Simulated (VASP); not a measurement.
# YAl3N4 (P-1) in VASP: single point with PBEsol

Aim: the single point of YAl3N4 with PBEsol.

All numbers are computed with VASP 6.6.1; they aren't measurements. Logs are shortened: lines on timing, memory, paths and dates and some standing lists are left out, and cuts for length are marked.

## Step 1: The crystal as given

The typed cell holds 16 atoms: a = 5.688 Å, b = 6.139 Å, c = 6.568 Å, α = 105.51°, β = 90.00°, γ = 117.60°.

The cell comes from a database or a generator and needn't be the stable form of this composition.

## Step 2: Single point, PBEsol

The input, INCAR:

```
PREC = Accurate
ENCUT = 520
EDIFF = 1E-7
ISMEAR = 0
SIGMA = 0.1
LREAL = Auto
LASPH = T
NELM = 100
ALGO = Fast
ISIF = 2
LWAVE = F
LCHARG = T
GGA = PS
LELF = T
LVHAR = T
NBANDS = 54
```

The input, KPOINTS:

```
Automatic mesh
0
Gamma
  4 4 4
```

The input, POSCAR:

```
YAl3N4
1.0
    4.9260000000     -2.8440274260      0.0000000000
   -3.2840000000      0.0000000000     -5.1865000000
    3.2840000000      5.6880548521      0.0000000000
Y Al N
2 6 8
Direct
    0.3333333300      0.0000000000      0.0000000000
    0.9166666700      0.5000000000      0.1250000000
    0.8333333300      0.0000000000      0.2500000000
    0.3333333300      0.0000000000      0.5000000000
    0.8333333300      0.0000000000      0.7500000000
    0.4166666700      0.5000000000      0.3750000000
    0.9166666700      0.5000000000      0.6250000000
    0.4166666700      0.5000000000      0.8750000000
    0.5833333300      0.5000000000      0.1250000000
    0.0833333300      0.5000000000      0.3750000000
    0.5833333300      0.5000000000      0.6250000000
    0.0833333300      0.5000000000      0.8750000000
    0.6666666700      0.0000000000      0.0000000000
    0.1666666700      0.0000000000      0.2500000000
    0.6666666700      0.0000000000      0.5000000000
    0.1666666700      0.0000000000      0.7500000000
```

Potentials or basis: VASP PAW PBE potentials, release 64 (Y_sv, Al, N).

Launch:

```bash
$ cat potpaw_PBE.64/Y_sv/POTCAR potpaw_PBE.64/Al/POTCAR potpaw_PBE.64/N/POTCAR > POTCAR
$ mpirun -np 1 vasp_std > vasp.out
```

OUTCAR:

```text
PREC = Accurate
   ENCUT = 520
   EDIFF = 1E-7
   ISMEAR = 0
   LREAL = Auto
   LASPH = T
   NELM = 100
   ISIF = 2
   GGA = PS

 ion  position               nearest neighbor table
   1  0.333  0.000  0.000-  14 1.90  16 1.90  13 1.90   9 2.59  12 2.59   2 3.21   8 3.21   7 3.21
                             6 3.21   2 3.21   8 3.21   5 3.28   3 3.28   3 3.28   5 3.28   4 3.28
   2  0.917  0.500  0.125-  12 1.90  10 1.90   9 1.90  14 2.59  13 2.59   1 3.21   3 3.21   4 3.21
                             5 3.21   1 3.21   3 3.21   6 3.28   8 3.28   8 3.28   6 3.28   7 3.28
   3  0.833  0.000  0.250-  15 1.90  13 1.90  14 1.90   6 3.21   2 3.21   8 3.21   7 3.21   6 3.21
                             2 3.21   1 3.28   4 3.28   1 3.28   4 3.28   5 3.28   5 3.28
   4  0.333  0.000  0.500-  16 1.90  14 1.90  15 1.90   7 3.21   6 3.21   2 3.21   8 3.21   7 3.21
                             6 3.21   3 3.28   5 3.28   3 3.28   5 3.28   1 3.28   1 3.28
   5  0.833  0.000  0.750-  13 1.90  15 1.90  16 1.90   8 3.21   7 3.21   6 3.21   2 3.21   8 3.21
                             7 3.21   4 3.28   1 3.28   1 3.28   4 3.28   3 3.28   3 3.28
   6  0.417  0.500  0.375-   9 1.90  11 1.90  10 1.90   3 3.21   4 3.21   5 3.21   1 3.21   3 3.21
                             4 3.21   7 3.28   2 3.28   7 3.28   2 3.28   8 3.28   8 3.28
   7  0.917  0.500  0.625-  10 1.90  12 1.90  11 1.90   4 3.21   5 3.21   1 3.21   3 3.21   4 3.21
                             5 3.21   8 3.28   6 3.28   8 3.28   6 3.28   2 3.28   2 3.28
   8  0.417  0.500  0.875-  11 1.90   9 1.90  12 1.90   5 3.21   1 3.21   3 3.21   4 3.21   5 3.21
                             1 3.21   2 3.28   7 3.28   7 3.28   2 3.28   6 3.28   6 3.28
   9  0.583  0.500  0.125-   6 1.90   8 1.90   2 1.90   1 2.59
  10  0.083  0.500  0.375-   7 1.90   2 1.90   6 1.90
  11  0.583  0.500  0.625-   8 1.90   6 1.90   7 1.90
  12  0.083  0.500  0.875-   2 1.90   7 1.90   8 1.90   1 2.59
  13  0.667  0.000  0.000-   5 1.90   3 1.90   1 1.90   2 2.59
  14  0.167  0.000  0.250-   1 1.90   4 1.90   3 1.90   2 2.59
  15  0.667  0.000  0.500-   3 1.90   5 1.90   4 1.90
  16  0.167  0.000  0.750-   4 1.90   1 1.90   5 1.90

  LATTYP: Found a base centered monoclinic cell.
 ALAT       =    10.8804312874
 B/A-ratio  =     0.5227784361
 C/A-ratio  =     0.6036525416
 COS(beta)  =    -0.3018262708

  Lattice vectors:

 A1 = (   1.6420000000,  -2.8440274260,  -5.1865000000)
 A2 = (  -3.2840000000,   0.0000000000,  -5.1865000000)
 A3 = (   3.2840000000,   5.6880548521,   0.0000000000)

Analysis of symmetry for initial positions (statically):
=====================================================================
 Subroutine PRICEL returns:
 Original cell was already a primitive cell.

 Routine SETGRP: Setting up the symmetry group for a
 base centered monoclinic supercell.

 Subroutine GETGRP returns: Found  2 space group operations
 (whereof  1 operations were pure point group operations)
 out of a pool of  4 trial point group operations.

The static configuration has the point symmetry C_1 .
 The point group associated with its full space group is S_2 .

Analysis of symmetry for dynamics (positions and initial velocities):
=====================================================================
 Subroutine PRICEL returns:
 Original cell was already a primitive cell.

 Routine SETGRP: Setting up the symmetry group for a
 base centered monoclinic supercell.

 Subroutine GETGRP returns: Found  2 space group operations
 (whereof  1 operations were pure point group operations)
 out of a pool of  4 trial point group operations.

The dynamic configuration has the point symmetry C_1 .
 The point group associated with its full space group is S_2 .

 Subroutine INISYM returns: Found  2 space group operations
 (whereof  1 operations are pure point group operations),
 and found     1 'primitive' translations

----------------------------------------------------------------------------------------

                                     Primitive cell

  volume of cell :     193.7632

  direct lattice vectors                    reciprocal lattice vectors
     4.926000000 -2.844027426  0.000000000     0.152253350 -0.087903512 -0.096404126
    -3.284000000  0.000000000 -5.186500000     0.000000000  0.000000000 -0.192808252
     3.284000000  5.688054852  0.000000000     0.076126675  0.131855269 -0.048202063

  length of vectors
     5.688054852  6.138765206  6.568000000     0.200504029  0.192808252  0.159701350

  position of ions in fractional coordinates (direct lattice)
[... 47 lines left out ...]
     0.038063337 -0.021975878 -0.024101032     0.250000000  0.000000000 -0.000000000
     0.000000000  0.000000000 -0.048202063     0.000000000  0.250000000  0.000000000
     0.019031669  0.032963817 -0.012050516     0.000000000  0.000000000  0.250000000

  Length of vectors
     0.050126007  0.048202063  0.039925338

  Shift w.r.t. Gamma in fractional coordinates (k-lattice)
     0.000000000  0.000000000  0.000000000

 Subroutine IBZKPT returns following result:
 ===========================================

 Found     36 irreducible k-points:

 Following reciprocal coordinates:
            Coordinates               Weight
  0.000000  0.000000  0.000000      1.000000
  0.250000 -0.000000  0.000000      2.000000
  0.250000 -0.250000  0.000000      2.000000
  0.500000 -0.000000  0.000000      1.000000
  0.500000  0.500000  0.000000      1.000000
  0.000000  0.250000  0.000000      2.000000
[... 16 lines left out ...]
  0.000000  0.500000  0.250000      2.000000
  0.250000  0.500000  0.250000      2.000000
 [... further k-points ...]
   k-points           NKPTS =     36   k-points in BZ     NKDIM =     36   number of bands    NBANDS=     54
   number of dos      NEDOS =    301   number of ions     NIONS =     16
   total plane-waves  NPLWV = 100800
   dimension x,y,z NGX =    42 NGY =   48 NGZ =   50
   dimension x,y,z NGXF=    84 NGYF=   96 NGZF=  100
   ions per type =               2   6   8
   NGX,Y,Z   is equivalent  to a cutoff of  12.28, 13.00, 12.66 a.u.
   NGXF,Y,Z  is equivalent  to a cutoff of  24.55, 26.00, 25.31 a.u.
 SYSTEM =  unknown system
   PREC   = accura    normal or accurate (medium, high low for compatibility)
   ISTART =      0    job   : 0-new  1-cont  2-samecut
   ICHARG =      2    charge: 1-file 2-atom 10-const
   ISPIN  =      1    spin polarized calculation?
   LNONCOLLINEAR =      F non collinear calculations
   LSORBIT =      F    spin-orbit coupling
   LASPH  =      T    aspherical Exc in radial PAW
   ENCUT  =  520.0 eV  38.22 Ry    6.18 a.u.  10.58 11.41 12.21*2*pi/ulx,y,z
   NELM   =    100;   NELMIN=  2; NELMDL= -5     # of ELM steps
   EDIFF  = 0.1E-06   stopping-criterion for ELM
   LREAL  =      T    real-space projection
   EDIFFG = 0.1E-05   stopping-criterion for IOM
   NSW    =      0    number of steps for IOM
   IBRION =     -1    ionic relax: 0-MD 1-quasi-New 2-CG
   NFREE  =      0    steps in history (QN), initial steepest desc. (CG)
   ISIF   =      2    stress and relaxation
   ISYM   =      2    0-nonsym 1-usesym 2-fastsym
   POTIM  = 0.5000    time-step for ionic-motion
   TEBEG  =    0.0;   TEEND  =   0.0 temperature during run
   PSTRESS=    0.0 pullay stress
   NELECT =      80.0000    total number of electrons
   NUPDOWN=      -1.0000    fix difference up-down
   EMIN   =  10.00;   EMAX   =-10.00  energy-range for DOS
   EFERMI =   0.00;   METHOD = LEGACY
   ISMEAR =     0;   SIGMA  =   0.10  broadening in eV -4-tet -1-fermi 0-gaus
   EFERMI_NEDOS =   21; number of points for ismear=-14 and -15
   IALGO  =     68    algorithm
   IMIX   =      4    mixing-type and parameters
     AMIX     =   0.40;   BMIX     =  1.00
     AMIX_MAG =   1.60;   BMIX_MAG =  1.00
  volume/ion in A,a.u.               =      12.11        81.72
  Fermi-wavevector in a.u.,A,eV,Ry     =   1.219030  2.303633 20.218722  1.486034
  Thomas-Fermi vector in A             =   2.354296
   LORBIT       =      0    0 simple, 1 ext, 2 COOP (PROOUT), +10 PAW based schemes
   GGA     = PS    functional components
   LHFCALC =     F    Hartree Fock is set to
   AEXX    =    0.0000 exact exchange contribution
   IVDW    =     0    specifies the selected vdW correction
   LEPSILON=     F    determine dielectric tensor
   LRPA    =     F    only Hartree local field effects (RPA)
 non-spin polarized calculation
 RMM-DIIS sequential band-by-band and
 Gauss-broadening in eV      SIGMA  =   0.10
  energy-cutoff  :      520.00
  volume of cell :      193.76
 maximum number of plane-waves:      5241
   NGX = 21   NGY = 23   NGZ = 25

 number of electron      79.9999996 magnetization

 Free energy of the ion-electron system (eV)
  ---------------------------------------------------
  ext. energy  EPLUGINS =         0.00000000
  ---------------------------------------------------
  free energy    TOTEN  =      -120.93165998 eV

  energy without entropy =     -120.93165998  energy(sigma->0) =     -120.93165998

 E-fermi :   5.9660     XC(G=0): -10.8696

 val. band max:        5.4578701162   @ k =   0.0000   0.0000   0.0000
 cond. band min:       7.4563129987   @ k =   0.0000   0.0000   0.0000
 fundamental gap:      1.9984428825
 Fermi energy:         5.9659869741

 k-point     1 :       0.0000    0.0000    0.0000
  band No.  band energies     occupation
      1     -33.5357      2.00000
      2     -33.4256      2.00000
      3     -15.1870      2.00000
      4     -15.0016      2.00000
      5     -14.9816      2.00000
      6     -14.9566      2.00000
[... 1309 lines left out ...]
     51      12.0345      0.00000
     52      12.2298      0.00000

 [... further k-points ...]

 [bands above 52 left out]

------------------------ aborting loop because EDIFF is reached ----------------------------------------

  FORCE on cell =-STRESS in cart. coord.  units (eV):
  Direction    XX          YY          ZZ          XY          YZ          ZX
  --------------------------------------------------------------------------------------
  -------------------------------------------------------------------------------------
  Total       33.1825633     33.4004560    -14.3277236     -0.4150584      0.8726254     -0.4646875
  in kB      274.3779530    276.1796510   -118.4722063     -3.4320098      7.2155118     -3.8423799
  external PRESSURE =     144.0284659 kB  Pullay stress =       0.0000000 kB

 VOLUME and BASIS-vectors are now :
 -----------------------------------------------------------------------------
  energy-cutoff  :      520.00
  volume of cell :      193.76
      direct lattice vectors                 reciprocal lattice vectors
     4.926000000 -2.844027426  0.000000000     0.152253350 -0.087903512 -0.096404126
    -3.284000000  0.000000000 -5.186500000     0.000000000  0.000000000 -0.192808252
     3.284000000  5.688054852  0.000000000     0.076126675  0.131855269 -0.048202063

 POSITION                                       TOTAL-FORCE (eV/Angst)
 -----------------------------------------------------------------------------------
      1.64200     -0.94801      0.00000        -0.617074     -0.163912      0.078998
      3.28400     -1.89602     -2.59325         0.617074      0.163912     -0.078998
      4.92600     -0.94801      0.00000         0.454130      0.229471     -0.129421
      3.28400      1.89602      0.00000        -0.321153      0.406187     -0.187689
      6.56800      1.89602      0.00000         0.205694     -0.618579      0.230476
      1.64200      0.94801     -2.59325        -0.205694      0.618579     -0.230476
[... 8 lines left out ...]
      4.92600      0.94801      0.00000        -0.338916      0.150497      0.027169
      3.28400      3.79204      0.00000        -6.702702     -3.943731     -0.038650
 -----------------------------------------------------------------------------------
    total drift:                               -0.000005      0.000008     -0.000000

  FREE ENERGIE OF THE ION-ELECTRON SYSTEM (eV)
  ---------------------------------------------------
  free  energy   TOTEN  =      -120.9316599832 eV

  energy  without entropy=     -120.9316599832  energy(sigma->0) =     -120.93165998
```

Wall time 15 min (1 thread of Intel Xeon Platinum 8488C (Sapphire Rapids), shared host); peak memory 0.46 GiB.

Results:

| Property | Result |
| --- | --- |
| Free energy | -120.9317 eV |
| Pressure | 14.4 GPa |
| Largest force | 8.146 eV/Å |
| Band gap on the k mesh | 2.00 eV, direct |

Forces on the atoms (eV/Å):
```
Y   -0.617 -0.164  0.079
Y    0.617  0.164 -0.079
Al   0.454  0.229 -0.129
Al  -0.321  0.406 -0.188
Al   0.206 -0.619  0.230
Al  -0.206  0.619 -0.230
Al   0.321 -0.406  0.188
Al  -0.454 -0.229  0.129
N   -7.065  4.054 -0.015
N    6.703  3.944  0.039
N    0.339 -0.150 -0.027
N   -0.042 -7.813 -0.031
N    7.065 -4.054  0.015
N    0.042  7.813  0.031
N   -0.339  0.150  0.027
N   -6.703 -3.944 -0.039
```

Levels at points of the mesh, in eV from the valence-band top:
```tsv
k point	band 38	band 39	band 40	band 41	band 42	band 43
(0.00, 0.00, 0.00)	-0.87	-0.52	0.00	2.00	3.40	3.45
(0.50, 0.00, 0.00)	-0.85	-0.65	-0.50	3.29	3.78	4.26
(0.50, 0.50, 0.00)	-0.76	-0.58	-0.50	3.48	3.77	3.88
(0.00, 0.50, 0.00)	-1.37	-0.80	-0.49	3.83	3.99	4.01
(0.00, 0.00, 0.50)	-0.91	-0.64	-0.58	3.58	3.77	4.09
(0.50, 0.00, 0.50)	-0.86	-0.48	-0.34	3.83	4.20	4.38
(0.50, 0.50, 0.50)	-1.04	-0.48	-0.34	3.76	3.91	4.19
(0.00, 0.50, 0.50)	-1.06	-0.87	-0.86	3.29	3.36	4.51
```

Caveat: the PAW data sets were made with another functional, which shifts forces and pressure a little.
